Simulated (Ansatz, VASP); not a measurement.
Given: the input of a run of VASP 6.6.1 on KZr2. The cell comes from a database or a generator and needn't be the stable form of this composition.

File INCAR:

```
  ALGO = Normal
  EDIFF = 1E-6
  EDIFFG = -0.01
  ENCUT = 600
  GGA = PE
  GGA_COMPAT = False
  IBRION = 2
  ISIF = 3
  ISMEAR = -1
  LASPH = True
  LCHARG = False
  LMAXMIX = 4
  LNONCOLLINEAR = True
  LORBIT = 11
  LREAL = False
  LSORBIT = True
  LWAVE = False
  MAGMOM = 0 0 0 0 0 0 0 0 0
  NELM = 100
  NSW = 60
  PREC = Accurate
  SIGMA = 0.05
```

File KPOINTS:

```
k-points
0
Gamma
  5 5 5
```

File POSCAR:

```
KZr2
1.0
    0.0000000000      3.5791200000      3.5791200000
    3.5791200000      0.0000000000      3.5791200000
    3.5791200000      3.5791200000      0.0000000000
K Zr
1 2
Direct
    0.0000000000      0.0000000000      0.0000000000
    0.2500000000      0.2500000000      0.2500000000
    0.7500000000      0.7500000000      0.7500000000
```

Potentials or basis: VASP PAW PBE potentials, release 64 (K_sv, Zr_sv).

Command:

```sh
$ cat potpaw_PBE.64/K_sv/POTCAR potpaw_PBE.64/Zr_sv/POTCAR > POTCAR
$ mpirun -np 1 vasp_ncl > vasp.out
```

Task: Set up the same calculation for Ansatz 0.2.0. Potentials or basis there: Ansatz PAW, cutoff 420 eV.

Result: As run (cutoffs and basis follow the program's own potentials, and thresholds, step limits or extra output files can differ):

Contents of input.yaml:

```yaml
crystal:
  lattice:
    - [0.0, 3.57912, 3.57912]
    - [3.57912, 0.0, 3.57912]
    - [3.57912, 3.57912, 0.0]
  atoms:
    - { symbol: K, position: [0.0, 0.0, 0.0] }
    - { symbol: Zr, position: [0.25, 0.25, 0.25] }
    - { symbol: Zr, position: [0.75, 0.75, 0.75] }
hamiltonian:
  xc: pbe
  pseudopotentials: { kind: paw_fr }
magnetization:
  noncollinear: true
  spin_orbit: true
kpoints:
  mp_grid: { grid: [5, 5, 5] }
scf:
  occupations: { method: fermi_dirac, width: 0.05 }
output:
  forces: true
  stress: true
  eigenvalues: true
relax:
  f_tol: 0.01
  max_steps: 40
  cell: { stress_tol: 0.05 }
```

Potentials or basis: Ansatz PAW.

Run with:

```sh
$ ansatz run input.yaml --threads 2 --pin off --max-ram 5632MiB --backend cpu --events-out ev --progress --plain --runs-dir out
```

Both were run:

|  | VASP | Ansatz |
| --- | --- | --- |
| Relaxed volume | 30.57 Å³/atom | 30.52 Å³/atom |
| Relaxed cell | a = 5.062 Å, b = 5.062 Å, c = 5.062 Å, α = 60.00°, β = 60.00°, γ = 60.00° | a = 5.059 Å, b = 5.059 Å, c = 5.059 Å, α = 60.00°, β = 60.00°, γ = 60.00° |
| Space group after relaxing | Fm-3m (No. 225) | Fm-3m (No. 225) |
| Pressure after relaxing | 0.0 GPa | 0.0 GPa |

Ansatz's pressure holds a Pulay term of +0.01 GPa for its cutoff of 420 eV, which the other run lacks.

Where Ansatz's input types no cutoff or centring, it takes its own default and a Γ-centred mesh.

Pressure is positive in compression.
